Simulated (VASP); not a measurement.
Output of a VASP run:

File OSZICAR:
```
       N       E                     dE             d eps       ncg     rms          rms(c)
DAV:   1     0.302215435733E+01    0.30222E+01   -0.44913E+03   936   0.870E+02
DAV:   2    -0.144215295106E+01   -0.44643E+01   -0.44145E+01  1064   0.513E+01
DAV:   3    -0.147391007403E+01   -0.31757E-01   -0.31751E-01  1376   0.499E+00
DAV:   4    -0.147395140338E+01   -0.41329E-04   -0.41328E-04  1128   0.152E-01
DAV:   5    -0.147395143820E+01   -0.34816E-07   -0.34974E-07  1272   0.482E-03    0.754E+00
DAV:   6    -0.148205099814E+01   -0.80996E-02   -0.14892E-03  1056   0.347E-01    0.453E+00
DAV:   7    -0.148783470585E+01   -0.57837E-02   -0.34707E-03  1080   0.534E-01    0.573E-02
DAV:   8    -0.148787768451E+01   -0.42979E-04   -0.15885E-04   936   0.115E-01    0.188E-02
DAV:   9    -0.148788434976E+01   -0.66653E-05   -0.10565E-05  1232   0.316E-02    0.546E-03
DAV:  10    -0.148788277673E+01    0.15730E-05   -0.60605E-06   960   0.202E-02    0.470E-03
DAV:  11    -0.148788283982E+01   -0.63094E-07   -0.19557E-07   488   0.411E-03
   1 F= -.14878828E+01 E0= -.14880137E+01  d E =-.148788E+01
```

OUTCAR:
```
------------------------ aborting loop because EDIFF is reached ----------------------------------------
  FORCE on cell =-STRESS in cart. coord.  units (eV):
  Direction    XX          YY          ZZ          XY          YZ          ZX
  --------------------------------------------------------------------------------------
  Total       -0.0048163     -0.0048163     -0.0048163      0.0000000      0.0000000     -0.0000000
  in kB       -0.1959101     -0.1959101     -0.1959101      0.0000000      0.0000000     -0.0000000
  external PRESSURE =      -0.1959101 kB  Pullay stress =       0.0000000 kB
  volume of cell :       39.39
      direct lattice vectors                 reciprocal lattice vectors
     0.000000000  2.700507777  2.700507777    -0.185150365  0.185150365  0.185150365
     2.700507777  0.000000000  2.700507777     0.185150365 -0.185150365  0.185150365
     2.700507777  2.700507777  0.000000000     0.185150365  0.185150365 -0.185150365
 POSITION                                       TOTAL-FORCE (eV/Angst)
 -----------------------------------------------------------------------------------
      0.00000      0.00000      0.00000         0.000000      0.000000     -0.000000
 -----------------------------------------------------------------------------------
    total drift:                               -0.000000     -0.000000     -0.000000
  FREE ENERGIE OF THE ION-ELECTRON SYSTEM (eV)
  ---------------------------------------------------
  free  energy   TOTEN  =        -1.4878828398 eV

  energy  without entropy=       -1.4882753028  energy(sigma->0) =       -1.48801366

 reached required accuracy - stopping structural energy minimisation
```
(Selected blocks of OUTCAR.)

**POSCAR**
```
Yb
1
   -0.0000000000     2.7005077773     2.7005077773
    2.7005077773    -0.0000000000     2.7005077773
    2.7005077773     2.7005077773     0.0000000000
Yb
1
Direct
  0.0000000000   1.0000000000   0.0000000000
```

Problem. Write an INCAR and KPOINTS that could have produced this output.

Solution. This is not unique; one that fits is the input of the run itself, PW91 GGA, plane waves, VASP's PBE PAW potentials (set 64).

**KPOINTS**
```
K-points
0
Gamma
11 11 11
0 0 0
```

### INCAR
```
# general
SYSTEM   =  Yb
PREC     =  Accurate
ENCUT    =  520
LREAL    =  .FALSE.
LASPH    =  .TRUE.   # aspherical one-centre terms

# electronic loop
EDIFF    =  1E-6
NELM     =  100
ALGO     =  Normal
LMAXMIX  =  6

# smearing
ISMEAR   =  1
SIGMA    =  0.1   # width (eV)

# functional
GGA      =  91   # PW91

# ions
IBRION   =  2   # conjugate gradients
NSW      =  60   # most ionic steps
ISIF     =  3   # ions, shape and volume
EDIFFG   =  -0.01   # ionic stop

# output
LWAVE    =  .FALSE.
LCHARG   =  .FALSE.
```

POTCAR, in this order: Yb_2 (PBE.64 set). Program: vasp_std.

The 4f electrons are frozen in the core of the lanthanide potential, so 4f levels, which can set the real gap, and their magnetism are missing.

The compound is Yb in the fcc structure. It was relaxed first. The start is the result of an earlier pass.
